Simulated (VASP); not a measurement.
Here is the system:

```yaml
crystal:
  lattice:
    - [2.30014, -3.98396, 0.00000]
    - [2.30014, 3.98396, 0.00000]
    - [0.00000, 0.00000, 7.05324]
  atoms:
    - { symbol: Pb, position: [0.00000, 0.00000, 0.00000] }
    - { symbol: I, position: [0.33333, 0.66667, 0.26897] }
    - { symbol: I, position: [0.66667, 0.33333, 0.73103] }
```

The numbers are results of optB88-vdW, VASP's PBE PAW potentials (set 64) (plane waves; VASP), not measurements. Run with 520 eV cut-off, 6×6×4 Γ-centred mesh, tetrahedra with Blöchl corrections, potentials Pb_d I.

Unless said otherwise, spin-orbit coupling is left out, though it shifts the bands of the heavy elements here.

Problem. Tabulate the total density of states (states/eV per cell) against energy (eV; zero at the valence-band maximum or, without a gap, the Fermi level).

Solution. 
```
E (eV) | DOS (states/eV)
    -9.90 |  0.00
    -9.56 |  0.00
    -9.10 |  0.00
    -8.75 |  0.00
    -8.29 |  0.00
    -7.95 |  0.00
    -7.49 | ############### 3.77
    -7.14 | ######### 2.37
    -6.68 |  0.00
    -6.34 |  0.00
    -5.88 |  0.00
    -5.54 |  0.00
    -5.08 |  0.00
    -4.73 |  0.00
    -4.39 |  0.00
    -3.93 |  0.00
    -3.58 |  0.00
    -3.12 |  0.12
    -2.78 | ########### 2.76
    -2.32 | ############### 3.82
    -1.97 | ################# 4.31
    -1.52 | ########## 2.57
    -1.17 | ####################### 5.85
    -0.71 | ###################### 5.52
    -0.37 | ########################## 6.53
     0.09 |  0.00
     0.44 |  0.00
     0.78 |  0.00
     1.24 |  0.00
     1.59 |  0.00
     2.05 |  0.00
     2.39 |  0.11
     2.85 | ####### 1.76
     3.19 | ####################### 5.90
     3.65 | ############################## 7.56
     4.00 | ############ 3.13
     4.46 |  0.05
     4.80 |  0.00
     5.26 |  0.09
     5.61 | #### 0.96
```
Within 2 eV below the valence-band maximum the largest weight inside VASP's projection spheres is I p.

The compound is PbI2 in the 1T layered structure. It was relaxed first.
